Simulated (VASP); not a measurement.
Crystal: SnSe2.

```
Sn Se
1.0
     3.84084    0.00000    0.00000
    -1.92042    3.32627    0.00000
     0.00000    0.00000    6.00733
Sn Se
1 2
Direct
  0.00000 0.00000 0.00000
  0.33333 0.66667 0.26551
  0.66667 0.33333 0.73449
```

Base run:

- Program: VASP 6.6.1
- Functional: PBE-EpsX
- Potentials or basis: VASP PAW PBE potentials, release 64 (Sn_d, Se)
- Cutoff: 520 eV
- k mesh: 6 × 6 × 3
- Occupations: gaussian, width 0.03 eV
- Spin: no spin polarisation

Its results: band gap on the k mesh 0.88 eV, indirect (least direct gap 1.19 eV); pressure 1.4 GPa; largest force 0.226 eV/Å.

Task: The run is repeated on the same cell with these changes: functional from PBE-EpsX to PBE0. What comes out?

Result: Band gap on the k mesh 1.84 eV, indirect (least direct gap 2.20 eV); pressure -0.9 GPa; largest force 0.596 eV/Å.

Caveats: the PAW data sets were made with another functional, which shifts forces and pressure a little; spin-orbit coupling is left out, which moves the levels of the heavy elements.

A k mesh can miss the band edges.
